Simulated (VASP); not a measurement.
Method: PBE GGA with spin-orbit coupling, VASP's PBE PAW potentials (set 64) (plane waves; VASP).

Input for VASP

**INCAR**
```
! general
SYSTEM        = LaGe2
PREC          = Accurate
ENCUT         = 300   ! plane-wave cut-off (eV)
LREAL         = .FALSE.
LASPH         = .TRUE.

! electronic loop
EDIFF         = 1E-6
NELM          = 100   ! most electronic steps
ALGO          = Normal   ! blocked Davidson
LMAXMIX       = 6

! smearing
ISMEAR        = 0   ! Gaussian
SIGMA         = 0.1   ! width (eV)

! functional
GGA           = PE   ! PBE
GGA_COMPAT    = .FALSE.

! spin
MAGMOM        = 18*0.0
LSORBIT       = .TRUE.
LNONCOLLINEAR = .TRUE.

! ions
ISIF          = 2   ! forces and stress, cell fixed

! output
LWAVE         = .FALSE.
LCHARG        = .FALSE.
LORBIT        = 11   ! lm-projected
```

KPOINTS:
```
Automatic mesh
0
Gamma
3 3 3
```

File POSCAR:
```
LaGe2
5.0061970
  0.0000000000   0.9668556791   1.0000000000
  0.5613706372   0.0000000000   1.0000000000
  0.5613706372   0.9668556791   0.0000000000
Ge La
4 2
Cart
  0.5613706372   1.2830174861   1.0000000000
  0.5613706372   0.6506938720   1.0000000000
  0.8420559558   1.1341217116   1.5000000000
  0.8420559558   1.7664453257   1.5000000000
  0.0000000000   0.0000000000   0.0000000000
  0.2806853186   0.4834278395   0.5000000000
```

POTCAR, in this order: Ge_d La (PBE.64 set). Program: vasp_ncl.

Output of the run:

**OUTCAR**
```
 ion  position               nearest neighbor table
   1  0.663  0.337  0.663-   6 2.99   6 2.99   5 3.23   5 3.23   5 3.26
   2  0.337  0.663  0.337-   6 2.99   6 2.99   5 3.23   5 3.23   5 3.26
   3  0.587  0.913  0.587-   5 2.99   5 2.99   6 3.23   6 3.23   6 3.26
   4  0.913  0.587  0.913-   5 2.99   5 2.99   6 3.23   6 3.23   6 3.26
   5  0.000  0.000  0.000-   3 2.99   4 2.99   3 2.99   4 2.99   1 3.23   1 3.23   2 3.23   2 3.23
                             2 3.26   1 3.26
   6  0.250  0.250  0.250-   2 2.99   1 2.99   2 2.99   1 2.99   3 3.23   4 3.23   3 3.23   4 3.23
                             4 3.26   3 3.26
  LATTYP: Found a face centered orthorhombic cell.
 ALAT       =     5.6206640000
 B/A-ratio  =     1.7223125239
 C/A-ratio  =     1.7813543026
 Subroutine PRICEL returns:
 Original cell was already a primitive cell.
 Subroutine GETGRP returns: Found  8 space group operations
The static configuration has the point symmetry D_2 .
 The point group associated with its full space group is D_2h.
The dynamic configuration has the point symmetry D_2 .
The overall configuration has the point symmetry D_2 .
 Subroutine INISYM returns: Found  8 space group operations
 Subroutine IBZKPT returns following result:
 Found      8 irreducible k-points:

 Following reciprocal coordinates:
            Coordinates               Weight
  0.000000  0.000000  0.000000      1.000000
  0.333333  0.000000 -0.000000      8.000000
  0.333333  0.333333  0.000000      2.000000
 -0.333333  0.333333  0.000000      4.000000
  0.333333  0.000000  0.333333      2.000000
 -0.333333  0.000000  0.333333      4.000000
  0.000000  0.333333  0.333333      2.000000
 -0.333333  0.333333  0.333333      4.000000
   k-points           NKPTS =      8   k-points in BZ     NKDIM =      8   number of bands    NBANDS=     92
   number of dos      NEDOS =    301   number of ions     NIONS =      6
   total plane-waves  NPLWV =  40960
   dimension x,y,z NGX =    40 NGY =   32 NGZ =   32
   dimension x,y,z NGXF=    80 NGYF=   64 NGZF=   64
   ions per type =               4   2
   PREC   = accura    normal or accurate (medium, high low for compatibility)
   ISTART =      0    job   : 0-new  1-cont  2-samecut
   ICHARG =      2    charge: 1-file 2-atom 10-const
   ISPIN  =      1    spin polarized calculation?
   LNONCOLLINEAR =      T non collinear calculations
   LSORBIT =      T    spin-orbit coupling
   INIWAV =      1    electr: 0-lowe 1-rand  2-diag
   ENCUT  =  300.0 eV  22.05 Ry    4.70 a.u.   9.83  8.11  7.90*2*pi/ulx,y,z
   NELM   =    100;   NELMIN=  2; NELMDL= -5     # of ELM steps
   EDIFF  = 0.1E-05   stopping-criterion for ELM
   LREAL  =      F    real-space projection
   NLSPLINE    = F    spline interpolate recip. space projectors
   LMAXMIX     =    6 max onsite mixed and CHGCAR
   VOSKOWN=      0    Vosko Wilk Nusair interpolation
   EDIFFG = 0.1E-04   stopping-criterion for IOM
   NSW    =      0    number of steps for IOM
   NBLOCK =      1;   KBLOCK =      1    inner block; outer block
   IBRION =     -1    ionic relax: 0-MD 1-quasi-New 2-CG
   NFREE  =      0    steps in history (QN), initial steepest desc. (CG)
   ISIF   =      2    stress and relaxation
   ISYM   =      2    0-nonsym 1-usesym 2-fastsym
   TEIN   =    0.0    initial temperature
   TEBEG  =    0.0;   TEEND  =   0.0 temperature during run
   SMASS  =  -3.00    Nose mass-parameter (am)
   PSTRESS=    0.0 pullay stress
   NELECT =      78.0000    total number of electrons
   EFERMI =   0.00;   METHOD = LEGACY
   ISMEAR =     0;   SIGMA  =   0.10  broadening in eV -4-tet -1-fermi 0-gaus
   IALGO  =     38    algorithm
   LDIAG  =      T    sub-space diagonalisation (order eigenvalues)
   IMIX   =      4    mixing-type and parameters
     AMIX     =   0.40;   BMIX     =  1.00
     AMIX_MAG =   1.60;   BMIX_MAG =  1.00
     AMIN     =   0.10
   GGA     = PE    functional components
...
```

OSZICAR:
```
       N       E                     dE             d eps       ncg     rms          rms(c)
DAV:   1     0.879156793784E+03    0.87916E+03   -0.22800E+04  1504   0.280E+03
DAV:   2     0.284835897734E+03   -0.59432E+03   -0.55210E+03  1560   0.736E+02
DAV:   3     0.200235357594E+02   -0.26481E+03   -0.25909E+03  1968   0.292E+02
DAV:   4    -0.252309674710E+02   -0.45255E+02   -0.43335E+02  2392   0.127E+02
DAV:   5    -0.298193422939E+02   -0.45884E+01   -0.43875E+01  2632   0.439E+01    0.610E+00
DAV:   6    -0.300074177389E+02   -0.18808E+00   -0.58193E+00  2888   0.170E+01    0.323E+00
DAV:   7    -0.300665579797E+02   -0.59140E-01   -0.96883E-01  2904   0.698E+00    0.120E+00
DAV:   8    -0.300779951549E+02   -0.11437E-01   -0.19678E-01  2848   0.320E+00    0.457E-01
DAV:   9    -0.300820601712E+02   -0.40650E-02   -0.43027E-02  2936   0.140E+00    0.236E-01
DAV:  10    -0.300827814923E+02   -0.72132E-03   -0.99711E-03  2848   0.684E-01    0.113E-01
DAV:  11    -0.300830127852E+02   -0.23129E-03   -0.22967E-03  2864   0.308E-01    0.261E-02
DAV:  12    -0.300830627279E+02   -0.49943E-04   -0.59032E-04  2848   0.149E-01    0.188E-02
DAV:  13    -0.300830798806E+02   -0.17153E-04   -0.16435E-04  2944   0.683E-02    0.101E-02
DAV:  14    -0.300830847898E+02   -0.49091E-05   -0.43038E-05  2208   0.381E-02    0.540E-03
DAV:  15    -0.300830869282E+02   -0.21385E-05   -0.12647E-05  1656   0.213E-02    0.168E-03
DAV:  16    -0.300830869477E+02   -0.19454E-07   -0.32501E-06  1216   0.123E-02
   1 F= -.30083087E+02 E0= -.30060867E+02  d E =-.444407E-01  mag=     0.0000    -0.0000    -0.0000
```

### OUTCAR
```
------------------------ aborting loop because EDIFF is reached ----------------------------------------
  FORCE on cell =-STRESS in cart. coord.  units (eV):
  Direction    XX          YY          ZZ          XY          YZ          ZX
  --------------------------------------------------------------------------------------
  Total        2.9367680      1.5056271      8.1138706      0.0000000      0.0000000      0.0000000
  in kB       34.5473771     17.7118060     95.4494675      0.0000000      0.0000000      0.0000000
  external PRESSURE =      49.2362169 kB  Pullay stress =       0.0000000 kB
  volume of cell :      136.20
      direct lattice vectors                 reciprocal lattice vectors
     0.000000000  4.840270000  5.006197000    -0.177914923  0.103300023  0.099876213
     2.810332000  0.000000000  5.006197000     0.177914923 -0.103300023  0.099876213
     2.810332000  4.840270000  0.000000000     0.177914923  0.103300023 -0.099876213
 POSITION                                       TOTAL-FORCE (eV/Angst)
 -----------------------------------------------------------------------------------
      2.81033      6.42304      5.00620         0.000000     -0.610794     -0.000000
      2.81033      3.25750      5.00620         0.000000      0.610794     -0.000000
      4.21550      5.67764      7.50930        -0.000000      0.610794      0.000000
      4.21550      8.84317      7.50930        -0.000000     -0.610794      0.000000
      0.00000      0.00000      0.00000         0.000000      0.000000      0.000000
      1.40517      2.42014      2.50310         0.000000     -0.000000     -0.000000
 -----------------------------------------------------------------------------------
    total drift:                                0.000000      0.000000     -0.000000
  FREE ENERGIE OF THE ION-ELECTRON SYSTEM (eV)
  ---------------------------------------------------
  free  energy   TOTEN  =       -30.0830869477 eV

  energy  without entropy=      -30.0386462870  energy(sigma->0) =      -30.06086662

 total charge

# of ion       s       p       d       f       tot
--------------------------------------------------
    1        1.213   1.059   9.994   0.000  12.266
    2        1.213   1.059   9.994   0.000  12.266
    3        1.213   1.059   9.994   0.000  12.266
    4        1.213   1.059   9.994   0.000  12.266
    5        2.035   5.622   0.910   0.136   8.703
    6        2.035   5.622   0.910   0.136   8.703
--------------------------------------------------
tot          8.922  15.479  41.798   0.272  66.471

 magnetization (x)

# of ion       s       p       d       f       tot
--------------------------------------------------
    1        0.000  -0.000   0.000   0.000   0.000
    2        0.000  -0.000   0.000   0.000   0.000
    3        0.000  -0.000   0.000   0.000   0.000
    4        0.000  -0.000   0.000   0.000   0.000
    5       -0.000   0.000  -0.000  -0.000  -0.000
    6       -0.000   0.000  -0.000  -0.000  -0.000
--------------------------------------------------
tot          0.000  -0.000  -0.000  -0.000  -0.000

 magnetization (y)

# of ion       s       p       d       f       tot
--------------------------------------------------
    1        0.000   0.000   0.000   0.000   0.000
    2       -0.000  -0.000  -0.000   0.000  -0.000
    3        0.000   0.000   0.000   0.000   0.000
    4       -0.000  -0.000  -0.000   0.000  -0.000
    5        0.000   0.000  -0.000  -0.000  -0.000
    6        0.000   0.000  -0.000  -0.000  -0.000
--------------------------------------------------
tot          0.000   0.000  -0.000  -0.000  -0.000

 magnetization (z)

# of ion       s       p       d       f       tot
--------------------------------------------------
    1       -0.000  -0.000   0.000   0.000  -0.000
    2        0.000  -0.000   0.000   0.000  -0.000
    3        0.000  -0.000   0.000   0.000  -0.000
    4        0.000  -0.000   0.000   0.000  -0.000
    5       -0.000   0.000  -0.000  -0.000  -0.000
    6       -0.000   0.000  -0.000  -0.000  -0.000
--------------------------------------------------
tot         -0.000  -0.000  -0.000  -0.000  -0.000

 Ion:    1  E_soc:     -0.0197458

 Ion:    2  E_soc:     -0.0197458

 Ion:    3  E_soc:     -0.0197458

 Ion:    4  E_soc:     -0.0197458

 Ion:    5  E_soc:     -0.6006695

 Ion:    6  E_soc:     -0.6006695
```
(Selected blocks of OUTCAR.)

At this cut-off the stress carries a Pulay error, which pulls relaxed volumes low.

The structure was generated: LaGe2 was put into an ordered model structure, which need not be its known phase. The cell was not relaxed at this level. The k-mesh is coarse (spacing up to 0.48 per Å, 2π included), so the numbers may not be converged in it. The run is one of a series of settings (GGA_COMPAT = .FALSE., LNONCOLLINEAR = .TRUE., LSORBIT = .TRUE., MAGMOM = 0.0 0.0 0.0 0.0 0.0 0.0 0.0 0.0 0.0 0.0 0.0 0.0 0.0 0.0 0.0 0.0 0.0 0.0, program vasp_ncl against the base run), some of them coarse on purpose.
